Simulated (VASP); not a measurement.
All values below come from LDA (Ceperley-Alder, Perdew-Zunger), VASP's LDA PAW potentials (set 64) (plane waves; VASP).

The input files of a VASP run:

KPOINTS:
```
K-points
0
Gamma
 8 8 8
0.5 0.5 0.5
```

### INCAR
```
SYSTEM=InPd
PREC=Accurate; ENCUT=210; LREAL=F
LASPH=T
EDIFF=1E-04; NELM=100; ALGO=Normal
LMAXMIX=4
ISMEAR=1; SIGMA=0.1
ISIF=2
LWAVE=F; LCHARG=F
```

### POSCAR
```
InPd
1
    3.2718800000     0.0000000000     0.0000000000
    0.0000000000     3.2718800000     0.0000000000
    0.0000000000     0.0000000000     3.2718800000
In Pd
1 1
Direct
 -0.0001540000   0.0017000000  -0.0037840000
  0.5001540000   0.4983000000   0.5037840000
```

POTCAR, in this order: In_d Pd (LDA.64 set). Program: vasp_std.

Output of the run:

OSZICAR:
```
       N       E                     dE             d eps       ncg     rms          rms(c)
DAV:   1     0.946222843770E+02    0.94622E+02   -0.69607E+03  8265   0.958E+02
DAV:   2    -0.794317180850E+01   -0.10257E+03   -0.10029E+03  8205   0.263E+02
DAV:   3    -0.109682764208E+02   -0.30251E+01   -0.30190E+01  9612   0.502E+01
DAV:   4    -0.110030434163E+02   -0.34767E-01   -0.34765E-01  9532   0.498E+00
DAV:   5    -0.110038984855E+02   -0.85507E-03   -0.85506E-03  9915   0.689E-01    0.711E+00
DAV:   6    -0.107505029716E+02    0.25340E+00   -0.81344E-01  8275   0.103E+01    0.276E+00
DAV:   7    -0.107039669042E+02    0.46536E-01   -0.10098E-01 10155   0.483E+00    0.155E+00
DAV:   8    -0.106921884102E+02    0.11778E-01   -0.28164E-02  9591   0.158E+00    0.354E-01
DAV:   9    -0.106909566043E+02    0.12318E-02   -0.18044E-03  9703   0.629E-01    0.761E-02
DAV:  10    -0.106909106222E+02    0.45982E-04   -0.30713E-05  4855   0.648E-02
   1 F= -.10690911E+02 E0= -.10690970E+02  d E =0.179133E-03
```

### OUTCAR
```
------------------------ aborting loop because EDIFF is reached ----------------------------------------
  FORCE on cell =-STRESS in cart. coord.  units (eV):
  Direction    XX          YY          ZZ          XY          YZ          ZX
  --------------------------------------------------------------------------------------
  Total       -6.6253347     -6.6262860     -6.6299242     -0.0002328     -0.0059072      0.0005221
  in kB     -303.0583839   -303.1019008   -303.2683213     -0.0106470     -0.2702114      0.0238804
  external PRESSURE =    -303.1428687 kB  Pullay stress =       0.0000000 kB
  volume of cell :       35.03
      direct lattice vectors                 reciprocal lattice vectors
     3.271880000  0.000000000  0.000000000     0.305634681  0.000000000  0.000000000
     0.000000000  3.271880000  0.000000000     0.000000000  0.305634681  0.000000000
     0.000000000  0.000000000  3.271880000     0.000000000  0.000000000  0.305634681
 POSITION                                       TOTAL-FORCE (eV/Angst)
 -----------------------------------------------------------------------------------
      3.27138      0.00556      3.25950         0.003379     -0.037255      0.082768
      1.63644      1.63038      1.64832        -0.003379      0.037255     -0.082768
 -----------------------------------------------------------------------------------
    total drift:                                0.000017      0.000033     -0.000089
  FREE ENERGIE OF THE ION-ELECTRON SYSTEM (eV)
  ---------------------------------------------------
  free  energy   TOTEN  =       -10.6909106222 eV

  energy  without entropy=      -10.6910897554  energy(sigma->0) =      -10.69097033
```
(Selected blocks of OUTCAR.)

At this cut-off the stress carries a Pulay error, which pulls relaxed volumes low.

The structure comes from a computed database's InPd entry; how it stands against other phases isn't given here. The cell was not relaxed at this level, atoms are displaced from their ideal sites. The run is one of a series of settings (EDIFF = 1E-04, ENCUT = 210, KPOINTS 8×8×8 Γ-centred mesh shifted by (0.5, 0.5, 0.5) against the base run), some of them coarse on purpose. The electron count is odd and the run is not spin-polarised, which forces a metal.
